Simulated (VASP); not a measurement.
Output of a VASP run:

OUTCAR:
```
 ion  position               nearest neighbor table
   1  0.000  0.000  0.000-   2 2.02   2 2.02   2 2.02   2 2.02
   2  0.250  0.250  0.250-   1 2.02   1 2.02   1 2.02   1 2.02
  LATTYP: Found a face centered cubic cell.
 ALAT       =     4.6579740000
 Subroutine PRICEL returns:
 Original cell was already a primitive cell.
 Subroutine GETGRP returns: Found 24 space group operations
The static configuration has the point symmetry T_d .
The dynamic configuration has the point symmetry T_d .
 Subroutine INISYM returns: Found 24 space group operations
 Subroutine IBZKPT returns following result:
 Found     16 irreducible k-points:

 Following reciprocal coordinates:
            Coordinates               Weight
  0.000000  0.000000  0.000000      1.000000
  0.166667  0.000000  0.000000      8.000000
  0.333333  0.000000  0.000000      8.000000
  0.500000  0.000000  0.000000      4.000000
  0.166667  0.166667  0.000000      6.000000
  0.333333  0.166667  0.000000     24.000000
  0.500000  0.166667  0.000000     24.000000
 -0.333333  0.166667  0.000000     24.000000
 -0.166667  0.166667  0.000000     12.000000
  0.333333  0.333333  0.000000      6.000000
  0.500000  0.333333  0.000000     24.000000
 -0.333333  0.333333  0.000000     12.000000
  0.500000  0.500000  0.000000      3.000000
  0.500000  0.333333  0.166667     24.000000
 -0.333333  0.333333  0.166667     24.000000
 -0.333333  0.500000  0.166667     12.000000
   k-points           NKPTS =     16   k-points in BZ     NKDIM =     16   number of bands    NBANDS=      8
   number of dos      NEDOS =    301   number of ions     NIONS =      2
   total plane-waves  NPLWV =   5832
   dimension x,y,z NGX =    18 NGY =   18 NGZ =   18
   dimension x,y,z NGXF=    36 NGYF=   36 NGZF=   36
   ions per type =               1   1
   PREC   = normal    normal or accurate (medium, high low for compatibility)
   ISTART =      0    job   : 0-new  1-cont  2-samecut
   ICHARG =      2    charge: 1-file 2-atom 10-const
   ISPIN  =      1    spin polarized calculation?
   LNONCOLLINEAR =      F non collinear calculations
   LSORBIT =      F    spin-orbit coupling
   INIWAV =      1    electr: 0-lowe 1-rand  2-diag
   ENCUT  =  500.0 eV  36.75 Ry    6.06 a.u.   6.01  6.01  6.01*2*pi/ulx,y,z
   NELM   =    100;   NELMIN=  2; NELMDL= -5     # of ELM steps
   EDIFF  = 0.1E-07   stopping-criterion for ELM
   LREAL  =      F    real-space projection
   NLSPLINE    = F    spline interpolate recip. space projectors
   LMAXMIX     =    2 max onsite mixed and CHGCAR
   VOSKOWN=      0    Vosko Wilk Nusair interpolation
   EDIFFG = 0.1E-06   stopping-criterion for IOM
   NSW    =      0    number of steps for IOM
   NBLOCK =      1;   KBLOCK =      1    inner block; outer block
   IBRION =     -1    ionic relax: 0-MD 1-quasi-New 2-CG
   NFREE  =      0    steps in history (QN), initial steepest desc. (CG)
   ISIF   =      2    stress and relaxation
   ISYM   =      2    0-nonsym 1-usesym 2-fastsym
   TEIN   =    0.0    initial temperature
   TEBEG  =    0.0;   TEEND  =   0.0 temperature during run
   SMASS  =  -3.00    Nose mass-parameter (am)
   PSTRESS=    0.0 pullay stress
   NELECT =       8.0000    total number of electrons
   EFERMI =   0.00;   METHOD = LEGACY
   ISMEAR =     0;   SIGMA  =   0.01  broadening in eV -4-tet -1-fermi 0-gaus
   IALGO  =     38    algorithm
   LDIAG  =      T    sub-space diagonalisation (order eigenvalues)
   IMIX   =      4    mixing-type and parameters
     AMIX     =   0.40;   BMIX     =  1.00
     AMIX_MAG =   1.60;   BMIX_MAG =  1.00
     AMIN     =   0.10
   GGA     = PE    functional components
   VOSKOWN =     0    Vosko Wilk Nusair interpolation
   LHFCALC =     F    Hartree Fock is set to
   LHFONE  =     F    Hartree Fock one center treatment
   AEXX    =    0.0000 exact exchange contribution
   IVDW    =     0    specifies the selected vdW correction
   LEPSILON=     F    determine dielectric tensor
   LRPA    =     F    only Hartree local field effects (RPA)
...
```

OSZICAR:
```
       N       E                     dE             d eps       ncg     rms          rms(c)
DAV:   1     0.166926609222E+02    0.16693E+02   -0.41822E+03   256   0.951E+02
DAV:   2    -0.128167934170E+02   -0.29509E+02   -0.28964E+02   440   0.176E+02
DAV:   3    -0.134120122985E+02   -0.59522E+00   -0.59522E+00   320   0.228E+01
DAV:   4    -0.134189641538E+02   -0.69519E-02   -0.69519E-02   448   0.263E+00
DAV:   5    -0.134189756376E+02   -0.11484E-04   -0.11483E-04   312   0.104E-01    0.408E+00
DAV:   6    -0.129223995392E+02    0.49658E+00   -0.14765E+00   400   0.823E+00    0.192E+00
DAV:   7    -0.128528688179E+02    0.69531E-01   -0.16314E-01   440   0.283E+00    0.773E-01
DAV:   8    -0.128443120236E+02    0.85568E-02   -0.27432E-02   320   0.120E+00    0.892E-02
DAV:   9    -0.128446534450E+02   -0.34142E-03   -0.62228E-04   376   0.283E-01    0.467E-02
DAV:  10    -0.128448183614E+02   -0.16492E-03   -0.26840E-04   288   0.144E-01    0.114E-02
DAV:  11    -0.128448192106E+02   -0.84926E-06   -0.21579E-05   432   0.349E-02    0.442E-03
DAV:  12    -0.128448201504E+02   -0.93977E-06   -0.17217E-06   280   0.150E-02    0.630E-04
DAV:  13    -0.128448201361E+02    0.14278E-07   -0.56114E-08   448   0.212E-03    0.249E-04
DAV:  14    -0.128448201231E+02    0.12993E-07   -0.37366E-09   232   0.626E-04    0.794E-05
DAV:  15    -0.128448201204E+02    0.26821E-08   -0.14471E-09   136   0.326E-04
   1 F= -.12844820E+02 E0= -.12844820E+02  d E =-.422189E-13
```

### OUTCAR
```
------------------------ aborting loop because EDIFF is reached ----------------------------------------
  FORCE on cell =-STRESS in cart. coord.  units (eV):
  Direction    XX          YY          ZZ          XY          YZ          ZX
  --------------------------------------------------------------------------------------
  Total       -1.5735692     -1.5735692     -1.5735692      0.0000000      0.0000000     -0.0000000
  in kB      -99.7849934    -99.7849934    -99.7849934      0.0000000      0.0000000     -0.0000000
  external PRESSURE =     -99.7849934 kB  Pullay stress =       0.0000000 kB
  volume of cell :       25.27
      direct lattice vectors                 reciprocal lattice vectors
     0.000000000  2.328987000  2.328987000    -0.214685612  0.214685612  0.214685612
     2.328987000  0.000000000  2.328987000     0.214685612 -0.214685612  0.214685612
     2.328987000  2.328987000  0.000000000     0.214685612  0.214685612 -0.214685612
  FREE ENERGIE OF THE ION-ELECTRON SYSTEM (eV)
  ---------------------------------------------------
  free  energy   TOTEN  =       -12.8448201204 eV

  energy  without entropy=      -12.8448201204  energy(sigma->0) =      -12.84482012
```
(Selected blocks of OUTCAR.)

POSCAR:
```
BP
1
    0.0000000000     2.3289870000     2.3289870000
    2.3289870000     0.0000000000     2.3289870000
    2.3289870000     2.3289870000     0.0000000000
B P
1 1
Direct
  0.0000000000   0.0000000000   0.0000000000
  0.2500000000   0.2500000000   0.2500000000
```

**Question.** Reconstruct the remaining input files.

**Answer.** One answer among several that fit: the input of the run itself, PBE GGA, plane waves, VASP's PBE PAW potentials (set 64).

### KPOINTS
```
Automatic mesh
0
Gamma
6 6 6
0 0 0
```

INCAR:
```
SYSTEM = BP
PREC = Normal; ENCUT = 500; LREAL = .False.
LASPH = .True.
EDIFF = 1E-8; NELM = 100; ALGO = Normal
ISMEAR = 0; SIGMA = 0.01
GGA = PE
LWAVE = .True.; LCHARG = .False.
```

POTCAR, in this order: B_GW P_GW (PBE.64 set). Program: vasp_std.

The compound is BP in the zinc blende structure. This cell is one point of a volume scan, at 1.08 of the reference volume.
